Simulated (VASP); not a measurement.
The system is Ga2GeSe2.

```xyz
10
Lattice="6.7495 0.0000 0.0000 -3.3748 5.8452 0.0000 0.0000 0.0000 6.6159" Properties=species:S:1:pos:R:3 pbc="T T T"
Ga    0.0000    3.8968    2.3185
Ga    0.0000    3.8968    4.2974
Ga    0.0000    3.8968    0.0000
Ga    0.0000    0.0000    3.3079
Ge    3.3748    1.9484    0.0000
Ge    3.3748    1.9484    3.3079
Se    0.0000    0.0000    0.0000
Se    1.6558    2.9409    0.0000
Se    0.0000    5.8087    0.0000
Se   -1.6558    2.9409    0.0000
```

The cell was built by a generator and needn't be a form met in nature.

```yaml
Program: VASP 6.6.1
Task: relaxation of cell and atoms
Functional: PBE
Potentials_or_basis: VASP PAW PBE potentials, release 64 (Ga_d, Ge_d, Se)
Cutoff: 520 eV
k_mesh: 3 × 3 × 2
Occupations: gaussian, width 0.15 eV
Spin: no spin polarisation
```

At the start: pressure 28.5 GPa; volume 26.10 Å³/atom.

How do energy, volume and symmetry change on relaxing?

Over 17 steps the energy falls by 1136.1 meV/atom and the volume is 42.57 Å³/atom (+63.1 %); space group P-6m2 (No. 187, to 0.05 Å).

The path:
```tsv
step	energy change (eV)	largest force (eV/Å)	pressure (GPa)	volume (Å³)
1	0.0000	4.6806	28.46	261.01
2	-10.7663	1.2486	-0.15	475.37
3	-10.7879	1.9427	2.00	406.69
4	-10.8719	1.5489	0.58	447.02
5	-10.8795	1.6105	0.60	442.67
6	-10.8829	1.7067	1.24	433.09
7	-10.8833	1.6570	0.60	438.43
8	-11.2070	0.6269	-0.59	453.87
9	-11.2249	0.4413	-0.82	457.74
10	-11.3166	0.3242	-0.24	444.05
11	-11.3467	0.2457	-0.19	436.82
12	-11.3542	0.1923	0.29	422.58
13	-11.3601	0.1345	-0.08	427.48
14	-11.3586	0.1748	0.27	425.07
15	-11.3595	0.1496	-0.07	425.96
16	-11.3611	0.0983	0.37	425.61
17	-11.3611	0.0714	0.23	425.69
```

Final structure:
```
CELL_PARAMETERS angstrom
8.37608 0.00000 0.00000
-4.18804 7.25390 0.00000
0.00000 0.00000 7.00614
ATOMIC_POSITIONS crystal
Ga 0.33333 0.66667 0.32959
Ga 0.33333 0.66667 0.67041
Ga 0.33333 0.66667 0.00000
Ga 0.00000 0.00000 0.50000
Ge 0.66667 0.33333 0.00000
Ge 0.66667 0.33333 0.50000
Se 0.00000 0.00000 0.00000
Se 0.50128 0.49872 0.00000
Se 0.50128 0.00256 0.00000
Se 0.99744 0.49872 0.00000
```

Caveat: the k mesh is coarse (spacing up to 0.47 Å⁻¹), so the values aren't converged; the volume moved by over 15 % at a fixed basis, so the end points are rough.
